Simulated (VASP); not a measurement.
Input:

```xyz
3
Lattice="0.0000 2.9495 2.9495 2.9495 0.0000 2.9495 2.9495 2.9495 0.0000" Properties=species:S:1:pos:R:3 pbc="T T T"
Al     1.4748     1.4748     1.4748
Al     4.4243     4.4243     4.4243
Pd     0.0000     0.0000     0.0000
```

The numbers are results of PBEsol GGA, VASP's PBE PAW potentials (set 64) (plane waves; VASP 6.6.1), not measurements. Run with 300 eV cut-off, 7×7×7 Γ-centred mesh, Gaussian smearing of 0.14 eV, potentials Al Pd.

Task: Give the energies of bands 1 to 11 at the high-symmetry points, in eV from the Fermi level.

Result: 
```json
[
 {"band": "1", "Γ": "-9.52", "X": "-5.68", "U": "-5.92", "L": "-7.13", "W": "-5.69"},
 {"band": "2", "Γ": "-4.77", "X": "-5.63", "U": "-5.65", "L": "-5.93", "W": "-5.69"},
 {"band": "3", "Γ": "-4.77", "X": "-5.57", "U": "-5.09", "L": "-4.50", "W": "-4.84"},
 {"band": "4", "Γ": "-4.77", "X": "-3.75", "U": "-3.89", "L": "-4.50", "W": "-4.37"},
 {"band": "5", "Γ": "-3.65", "X": "-3.75", "U": "-3.62", "L": "-3.49", "W": "-3.75"},
 {"band": "6", "Γ": "-3.65", "X": "-3.28", "U": "-3.60", "L": "-3.49", "W": "-3.04"},
 {"band": "7", "Γ": "3.27", "X": "-2.73", "U": "-3.11", "L": "-3.30", "W": "-2.79"},
 {"band": "8", "Γ": "4.07", "X": "-1.38", "U": "-2.03", "L": "1.28", "W": "-2.79"},
 {"band": "9", "Γ": "4.07", "X": "-1.38", "U": "-0.51", "L": "1.28", "W": "-1.12"},
 {"band": "10", "Γ": "4.07", "X": "2.25", "U": "2.75", "L": "3.95", "W": "4.91"},
 {"band": "11", "Γ": "4.62", "X": "3.17", "U": "5.45", "L": "4.46", "W": "4.91"}
]
```

It has no gap at this level: it comes out as a metal or semimetal.

The structure comes from a computed database's Al2Pd entry; how it stands against other phases isn't given here. The cell was not relaxed at this level.
